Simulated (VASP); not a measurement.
# InP: the band gap, functional by functional, part 2 of 3

Aim: the gap of InP on one structure at many levels of theory. The starting structure is a measured crystal structure from the Crystallography Open Database. Cell and atoms stay as given. Meshes and data sets differ where the inputs say so.

VASP 6.6.1.

Results so far: LDA 0.485 eV; PBE 0.686 eV; r2SCAN 1.143 eV; TB-mBJ 1.652 eV.

## Step 6: Bands with LDA + spin-orbit coupling

Level of this step: LDA, spin-orbit coupling; plane waves and PAW (In_d, P) (VASP).

Spin-orbit coupling is switched on in this step.

Contents of INCAR:

```
SYSTEM = InP
PREC = Accurate
ENCUT = 350
EDIFF = 1E-06
NELM = 100
ISMEAR = 0
SIGMA = 0.03
LREAL = .FALSE.
ALGO = Normal
GGA = CA
LNONCOLLINEAR = .TRUE.
MAGMOM = 0 0 0 0 0 0
NBANDS = 30
GGA_COMPAT = .FALSE.
LASPH = .TRUE.
LSORBIT = .TRUE.
LORBIT = 11
LWAVE = .FALSE.
LCHARG = .FALSE.
KPAR = 4
```

Contents of POSCAR:

```
InP
1.0
    0.0000000000      2.9343500000      2.9343500000
    2.9343500000      0.0000000000      2.9343500000
    2.9343500000      2.9343500000      0.0000000000
In P
1 1
Direct
    0.0000000000      0.0000000000      0.0000000000
    0.7500000000      0.7500000000      0.7500000000
```

Contents of KPOINTS:

```
Automatic mesh
0
Gamma
6 6 6
0 0 0
```

Contents of KPOINTS_OPT:

```
Line mode
10
Line-mode
Reciprocal
  0.00000000   0.00000000   0.00000000 GAMMA
  0.50000000   0.00000000   0.50000000 X

  0.50000000   0.00000000   0.50000000 X
  0.50000000   0.25000000   0.75000000 W

  0.50000000   0.25000000   0.75000000 W
  0.37500000   0.37500000   0.75000000 K

  0.37500000   0.37500000   0.75000000 K
  0.00000000   0.00000000   0.00000000 GAMMA

  0.00000000   0.00000000   0.00000000 GAMMA
  0.50000000   0.50000000   0.50000000 L

  0.50000000   0.50000000   0.50000000 L
  0.62500000   0.25000000   0.62500000 U

  0.62500000   0.25000000   0.62500000 U
  0.50000000   0.25000000   0.75000000 W

  0.50000000   0.25000000   0.75000000 W
  0.50000000   0.50000000   0.50000000 L

  0.50000000   0.50000000   0.50000000 L
  0.37500000   0.37500000   0.75000000 K

  0.62500000   0.25000000   0.62500000 U
  0.50000000   0.00000000   0.50000000 X
```

The projector-augmented-wave data sets are In_d and P (LDA family, release 64).

Launch:

```
mpirun -np 4 vasp_ncl
```

The log of the run:

```text
[... set-up lines as in an earlier step ...]
 entering main loop
       N       E                     dE             d eps       ncg     rms          rms(c)
DAV:   1     0.137292024985E+03    0.13729E+03   -0.63686E+03  1328   0.105E+03
DAV:   2     0.427974499966E+01   -0.13301E+03   -0.12701E+03  1376   0.305E+02
DAV:   3    -0.953675557347E+01   -0.13817E+02   -0.13613E+02  1624   0.114E+02
DAV:   4    -0.100949087224E+02   -0.55815E+00   -0.55703E+00  1628   0.237E+01
[...]
DAV:  11    -0.969144283902E+01    0.17241E-04   -0.17329E-04  2034   0.199E-01    0.288E-02
DAV:  12    -0.969144357714E+01   -0.73812E-06   -0.22414E-05  1722   0.381E-02    0.227E-02
DAV:  13    -0.969144328224E+01    0.29490E-06   -0.13736E-06  1398   0.838E-03
   1 F= -.96914433E+01 E0= -.96914433E+01  d E =-.364836E-15  mag=    -0.0000    -0.0000     0.0000
 Start KPOINTS_OPT (optional k-point list driver)
k-point batch [1-22\100]
       N       E                     dE             ncg
DAV:   1     0.126443247458E+04   -0.70012E+04     1326
DAV:   2    -0.162975725509E+04   -0.28942E+04     1366
DAV:   3    -0.193662559482E+04   -0.30687E+03     1638
DAV:   4    -0.194898609372E+04   -0.12360E+02     1660
DAV:   5    -0.194966392310E+04   -0.67783E+00     2124
DAV:   6    -0.194967130334E+04   -0.73802E-02     1718
DAV:   7    -0.194967170345E+04   -0.40011E-03     2070
DAV:   8    -0.194967171081E+04   -0.73633E-05     1742
DAV:   9    -0.194967171105E+04   -0.23607E-06     1166
[...]
k-point batch [89-100\100]
       N       E                     dE             ncg
DAV:   1     0.505561797735E+04   -0.52916E+04      720
DAV:   2     0.347263420415E+04   -0.15830E+04      726
DAV:   3     0.331145832607E+04   -0.16118E+03      928
DAV:   4     0.330547115796E+04   -0.59872E+01      928
DAV:   5     0.330511436562E+04   -0.35679E+00     1176
DAV:   6     0.330511142840E+04   -0.29372E-02      930
DAV:   7     0.330511126578E+04   -0.16262E-03     1116
DAV:   8     0.330511126258E+04   -0.31972E-05      920
DAV:   9     0.330511126246E+04   -0.11673E-06      630
```

It took 28 s on 4 MPI ranks of Intel Xeon 6975P-C (Granite Rapids), shared host; peak memory 0.92 GiB.

From OUTCAR (step 6):

```text
  Total       -0.5438405     -0.5438405     -0.5438405     -0.0000000      0.0000000     -0.0000000
  in kB      -17.2431425    -17.2431425    -17.2431425     -0.0000000      0.0000000     -0.0000000
  external PRESSURE =     -17.2431425 kB  Pullay stress =       0.0000000 kB

 POSITION                                       TOTAL-FORCE (eV/Angst)
 -----------------------------------------------------------------------------------
      0.00000      0.00000      0.00000         0.000000      0.000000      0.000000
      4.40152      4.40152      4.40152        -0.000000     -0.000000     -0.000000
 -----------------------------------------------------------------------------------
    total drift:                               -0.000000     -0.000000     -0.000000

  FREE ENERGIE OF THE ION-ELECTRON SYSTEM (eV)
  ---------------------------------------------------
  free  energy   TOTEN  =        -9.6914432822 eV

  energy  without entropy=       -9.6914432822  energy(sigma->0) =       -9.69144328

 magnetization (x)
# of ion       s       p       d       tot
------------------------------------------
    1        0.000  -0.000  -0.000  -0.000
    2        0.000   0.000   0.000   0.000
--------------------------------------------------
tot          0.000   0.000  -0.000   0.000

 magnetization (y)
# of ion       s       p       d       tot
------------------------------------------
    1        0.000  -0.000  -0.000  -0.000
    2        0.000   0.000   0.000   0.000
--------------------------------------------------
tot          0.000   0.000  -0.000   0.000

 magnetization (z)
# of ion       s       p       d       tot
------------------------------------------
    1        0.000  -0.000  -0.000  -0.000
    2        0.000  -0.000   0.000  -0.000
--------------------------------------------------
tot          0.000  -0.000  -0.000  -0.000

[... 1 part as in an earlier step ...]

[... 2 further parts left out ...]
[key lines of the parts left out:]
E-fermi :   5.1588
```

LDA + spin-orbit coupling gives a direct gap of 0.454 eV. The least gap is -0.031 eV from that of LDA.

## Step 7: Bands with r2SCAN + spin-orbit coupling

Changes to INCAR since step 6:

```diff
@@ -9,3 +9,4 @@
 ALGO = Normal
-GGA = CA
+METAGGA = R2SCAN
+LASPH = .TRUE.
 LNONCOLLINEAR = .TRUE.
@@ -14,3 +15,2 @@
 GGA_COMPAT = .FALSE.
-LASPH = .TRUE.
 LSORBIT = .TRUE.
```

POSCAR is that of step 6.

KPOINTS is that of step 6.

KPOINTS_OPT is that of step 6.

Potentials, in the order of the species: In_d and P (PBE family, release 64).

Launch:

```
mpirun -np 4 vasp_ncl
```

The log of the run:

```text
[... set-up lines as in an earlier step ...]
 entering main loop
       N       E                     dE             d eps       ncg     rms          rms(c)
DAV:   1     0.114459617547E+03    0.11446E+03   -0.65113E+03  1328   0.107E+03
DAV:   2    -0.213488757739E+02   -0.13581E+03   -0.12976E+03  1382   0.311E+02
DAV:   3    -0.353213865436E+02   -0.13973E+02   -0.13768E+02  1616   0.116E+02
DAV:   4    -0.358863175696E+02   -0.56493E+00   -0.56393E+00  1660   0.240E+01
[...]
DAV:  11    -0.323153990719E+02   -0.69506E-05   -0.26435E-05  1854   0.612E-02    0.154E-01
DAV:  12    -0.323154115839E+02   -0.12512E-04   -0.61692E-05  1632   0.125E-01    0.654E-02
DAV:  13    -0.323154116222E+02   -0.38336E-07   -0.37058E-06  1646   0.159E-02
   1 F= -.32315412E+02 E0= -.32315412E+02  d E =-.122745E-12  mag=    -0.0000    -0.0000    -0.0000
 Start KPOINTS_OPT (optional k-point list driver)
k-point batch [1-22\100]
       N       E                     dE             ncg
DAV:   1     0.122150234360E+04   -0.70442E+04     1326
DAV:   2    -0.174270581355E+04   -0.29642E+04     1360
DAV:   3    -0.205719452219E+04   -0.31449E+03     1640
DAV:   4    -0.206931721237E+04   -0.12123E+02     1662
DAV:   5    -0.207006752570E+04   -0.75031E+00     2308
DAV:   6    -0.207007353227E+04   -0.60066E-02     1758
DAV:   7    -0.207007389624E+04   -0.36397E-03     2126
DAV:   8    -0.207007390322E+04   -0.69842E-05     1630
DAV:   9    -0.207007390350E+04   -0.27192E-06     1184
[...]
k-point batch [89-100\100]
       N       E                     dE             ncg
DAV:   1     0.502855129741E+04   -0.53187E+04      720
DAV:   2     0.340883691638E+04   -0.16197E+04      726
DAV:   3     0.324477167588E+04   -0.16407E+03      914
DAV:   4     0.323878266874E+04   -0.59890E+01      922
DAV:   5     0.323838921507E+04   -0.39345E+00     1194
DAV:   6     0.323838544817E+04   -0.37669E-02      990
DAV:   7     0.323838524186E+04   -0.20631E-03     1114
DAV:   8     0.323838523738E+04   -0.44779E-05      902
DAV:   9     0.323838523718E+04   -0.19862E-06      624
```

Wall time 2.4 min (4 MPI ranks); peak memory 1.1 GiB; 9.3 min of CPU time.

From OUTCAR (step 7):

```text
  Total        0.3279232      0.3279232      0.3279232     -0.0000000      0.0000000     -0.0000000
  in kB       10.3972153     10.3972153     10.3972153     -0.0000000      0.0000000     -0.0000000
  external PRESSURE =      10.3972153 kB  Pullay stress =       0.0000000 kB

 POSITION                                       TOTAL-FORCE (eV/Angst)
 -----------------------------------------------------------------------------------
      0.00000      0.00000      0.00000         0.000000      0.000000      0.000000
      4.40152      4.40152      4.40152        -0.000000     -0.000000     -0.000000
 -----------------------------------------------------------------------------------
    total drift:                                0.000000      0.000000      0.000000

  FREE ENERGIE OF THE ION-ELECTRON SYSTEM (eV)
  ---------------------------------------------------
  free  energy   TOTEN  =       -32.3154116222 eV

  energy  without entropy=      -32.3154116222  energy(sigma->0) =      -32.31541162

 magnetization (x)
# of ion       s       p       d       tot
------------------------------------------
    1        0.000  -0.000   0.000  -0.000
    2        0.000   0.000   0.000   0.000
--------------------------------------------------
tot          0.000   0.000   0.000   0.000

 magnetization (y)
# of ion       s       p       d       tot
------------------------------------------
    1        0.000  -0.000   0.000  -0.000
    2        0.000   0.000   0.000   0.000
--------------------------------------------------
tot          0.000  -0.000   0.000  -0.000

 magnetization (z)
# of ion       s       p       d       tot
------------------------------------------
    1        0.000   0.000   0.000   0.000
    2        0.000  -0.000   0.000   0.000
--------------------------------------------------
tot          0.000   0.000   0.000   0.000

[... 2 parts as in an earlier step ...]

[... 1 further part left out ...]
[key lines of the parts left out:]
E-fermi :   5.1380
```

r2SCAN + spin-orbit coupling gives a direct gap of 1.115 eV. The least gap is -0.028 eV from that of r2SCAN.

## Step 8: Bands with TB-mBJ + spin-orbit coupling

Changes to INCAR since step 7:

```diff
@@ -4,3 +4,3 @@
 EDIFF = 1E-06
-NELM = 100
+NELM = 150
 ISMEAR = 0
@@ -9,3 +9,3 @@
 ALGO = Normal
-METAGGA = R2SCAN
+METAGGA = MBJ
 LASPH = .TRUE.
```

POSCAR is that of step 7.

KPOINTS is that of step 7.

KPOINTS_OPT is that of step 7.

Launch:

```
mpirun -np 4 vasp_ncl
```

The log of the run:

```text
[... set-up lines as in an earlier step ...]
 entering main loop
       N       E                     dE             d eps       ncg     rms          rms(c)
DAV:   1     0.451105906067E+03    0.45111E+03   -0.62491E+03  1320   0.103E+03
DAV:   2     0.320255241287E+03   -0.13085E+03   -0.12496E+03  1374   0.297E+02
DAV:   3     0.307180430965E+03   -0.13075E+02   -0.12879E+02  1618   0.110E+02
DAV:   4     0.306662890944E+03   -0.51754E+00   -0.51668E+00  1684   0.224E+01
[...]
DAV:  42     0.308531988314E+03    0.43239E-05   -0.19710E-11   678   0.395E-05    0.161E-05
DAV:  43     0.308531990456E+03    0.21417E-05   -0.16088E-11   678   0.330E-05    0.110E-05
DAV:  44     0.308531991187E+03    0.73137E-06   -0.80202E-12   678   0.236E-05
   1 F= 0.30853199E+03 E0= 0.30853199E+03  d E =-.221855E-22  mag=     0.0000    -0.0000    -0.0000
 Start KPOINTS_OPT (optional k-point list driver)
k-point batch [1-22\100]
       N       E                     dE             ncg
DAV:   1     0.125612164637E+04   -0.70096E+04     1326
DAV:   2    -0.161522113710E+04   -0.28713E+04     1382
DAV:   3    -0.192214505307E+04   -0.30692E+03     1646
DAV:   4    -0.193398896230E+04   -0.11844E+02     1712
DAV:   5    -0.193495193641E+04   -0.96297E+00     2484
DAV:   6    -0.193496106900E+04   -0.91326E-02     1872
DAV:   7    -0.193496133043E+04   -0.26143E-03     2290
DAV:   8    -0.193496134147E+04   -0.11038E-04     1988
DAV:   9    -0.193496134197E+04   -0.50138E-06     1250
[...]
k-point batch [89-100\100]
       N       E                     dE             ncg
DAV:   1     0.504745704178E+04   -0.52998E+04      726
DAV:   2     0.348322455536E+04   -0.15642E+04      726
DAV:   3     0.332163449450E+04   -0.16159E+03      904
DAV:   4     0.331558667630E+04   -0.60478E+01      956
DAV:   5     0.331507954641E+04   -0.50713E+00     1308
DAV:   6     0.331507557787E+04   -0.39685E-02     1104
DAV:   7     0.331507546234E+04   -0.11553E-03     1250
DAV:   8     0.331507545563E+04   -0.67145E-05     1004
DAV:   9     0.331507545524E+04   -0.38332E-06      730
```

Wall time 82 s (4 MPI ranks); peak memory 1.2 GiB; 5.4 min of CPU time.

From OUTCAR (step 8):

```text
  Total      -70.8382095    -70.8382095    -70.8382095      0.0000000     -0.0000000      0.0000000
  in kB    -2246.0138017  -2246.0138017  -2246.0138017      0.0000000     -0.0000000      0.0000000
  external PRESSURE =   -2246.0138017 kB  Pullay stress =       0.0000000 kB

  FREE ENERGIE OF THE ION-ELECTRON SYSTEM (eV)
  ---------------------------------------------------
  free  energy   TOTEN  =       308.5319911870 eV

  energy  without entropy=      308.5319911870  energy(sigma->0) =      308.53199119

 magnetization (x)
# of ion       s       p       d       tot
------------------------------------------
    1        0.000   0.000   0.000   0.000
    2        0.000   0.000   0.000   0.000
--------------------------------------------------
tot          0.000   0.000   0.000   0.000

 magnetization (y)
# of ion       s       p       d       tot
------------------------------------------
    1        0.000   0.000  -0.000  -0.000
    2        0.000   0.000   0.000   0.000
--------------------------------------------------
tot          0.000   0.000  -0.000   0.000

 magnetization (z)
# of ion       s       p       d       tot
------------------------------------------
    1        0.000   0.000   0.000   0.000
    2       -0.000   0.000   0.000  -0.000
--------------------------------------------------
tot         -0.000   0.000   0.000   0.000

[... 3 parts as in an earlier step ...]

[... 1 further part left out ...]
[key lines of the parts left out:]
E-fermi :   5.2760
```

TB-mBJ + spin-orbit coupling gives a direct gap of 1.627 eV. The least gap is -0.025 eV from that of TB-mBJ.

## Step 9: Bands with HSE06

HSE06 mixes in a quarter of exact exchange at short range, at far higher cost; in semiconductors this cures much of the gap error, while metals seldom gain. This run uses a 4×4×4 mesh. Its starting orbitals come from a semilocal run on the same mesh, not shown.

Contents of INCAR:

```
SYSTEM = InP
PREC = Accurate
ENCUT = 350
EDIFF = 1E-06
NELM = 100
ISMEAR = 0
SIGMA = 0.03
LREAL = .FALSE.
ALGO = Normal
LHFCALC = .TRUE.
AEXX = 0.25
GGA = PE
HFSCREEN = 0.2
LASPH = .TRUE.
NBANDS = 15
PRECFOCK = Fast
LORBIT = 11
LWAVE = .FALSE.
LCHARG = .FALSE.
KPAR = 4
```

POSCAR is that of step 8.

Contents of KPOINTS:

```
Automatic mesh
0
Gamma
4 4 4
0 0 0
```

KPOINTS_OPT is that of step 8.

Launch:

```
mpirun -np 4 vasp_std
```

The log of the run:

```text
[banner, memory and clock lines left out]
running    4 mpi-ranks, on    1 nodes
[...]
LDA part: xc-table for (Slater+PW92), standard interpolation
 found WAVECAR, reading the header
 POSCAR, INCAR and KPOINTS ok, starting setup
[...]
reading WAVECAR
 the WAVECAR file was read successfully
 initial charge from wavefunction
 entering main loop
       N       E                     dE             d eps       ncg     rms          rms(c)
DAV:   1    -0.992500197257E+01   -0.99250E+01   -0.10854E+00   304   0.172E+01    0.332E+00
DAV:   2    -0.992952226843E+01   -0.45203E-02   -0.86449E-02   337   0.306E+00    0.459E+00
DAV:   3    -0.992521809562E+01    0.43042E-02   -0.72839E-03   356   0.137E+00    0.321E+00
DAV:   4    -0.992425139164E+01    0.96670E-03   -0.15171E-03   326   0.523E-01    0.204E+00
[...]
DAV:   8    -0.992399334013E+01    0.57402E-05   -0.35951E-06   275   0.189E-02    0.282E-01
DAV:   9    -0.992399131984E+01    0.20203E-05   -0.10544E-06   190   0.924E-03    0.169E-01
DAV:  10    -0.992399072493E+01    0.59491E-06   -0.67119E-07   183   0.678E-03
   1 F= -.99239907E+01 E0= -.99239907E+01  d E =-.490395E-16
 Start KPOINTS_OPT (optional k-point list driver)
k-point batch [1-8\100]
       N       E                     dE             ncg
DAV:   1     0.250781911555E+03   -0.14644E+04      240
DAV:   2    -0.775770827734E+03   -0.10266E+04      254
DAV:   3    -0.851107687925E+03   -0.75337E+02      296
DAV:   4    -0.853462492254E+03   -0.23548E+01      318
DAV:   5    -0.853552141672E+03   -0.89649E-01      386
DAV:   6    -0.853553898994E+03   -0.17573E-02      347
DAV:   7    -0.853553930013E+03   -0.31019E-04      365
DAV:   8    -0.853553930320E+03   -0.30691E-06      260
[...]
k-point batch [97-100\100]
       N       E                     dE             ncg
DAV:   1     0.223275459020E+04   -0.20421E+04      128
DAV:   2     0.178495198920E+04   -0.44780E+03      120
DAV:   3     0.175586553942E+04   -0.29086E+02      155
DAV:   4     0.175504293522E+04   -0.82260E+00      184
DAV:   5     0.175501259994E+04   -0.30335E-01      193
DAV:   6     0.175501217061E+04   -0.42934E-03      184
DAV:   7     0.175501215966E+04   -0.10942E-04      200
DAV:   8     0.175501215955E+04   -0.11125E-06      144
```

Wall time 2 min (4 MPI ranks); peak memory 1.1 GiB.

From OUTCAR (step 9):

```text
 POSITION                                       TOTAL-FORCE (eV/Angst)
 -----------------------------------------------------------------------------------
      0.00000      0.00000      0.00000        -0.000000     -0.000000     -0.000000
      4.40152      4.40152      4.40152         0.000000      0.000000      0.000000
 -----------------------------------------------------------------------------------
    total drift:                               -0.000052     -0.000067     -0.000039

  FREE ENERGIE OF THE ION-ELECTRON SYSTEM (eV)
  ---------------------------------------------------
  free  energy   TOTEN  =        -9.9239907249 eV

  energy  without entropy=       -9.9239907249  energy(sigma->0) =       -9.92399072

[... 1 part as in an earlier step ...]

[... 2 further parts left out ...]
[key lines of the parts left out:]
E-fermi :   4.8965
```

HSE06 gives a direct gap of 1.527 eV. The least gap is +1.042 eV from that of LDA, on another mesh, which alone can move a gap by some hundredths of an eV.

(Part 2 of 3 ends here.)

[Lines on the potential files, build, host, timing and source positions are cut from VASP's logs without a mark.]

[Logs are printed without paths, hosts, clocks, repeated set-up lines and the standing remarks that a program may print on its own settings, such as how far it seeks lower states.]

[Hosts, paths, dates, database ids (printed as entryN), source tags and the programs' standing remarks are cut or masked in the printed files.]
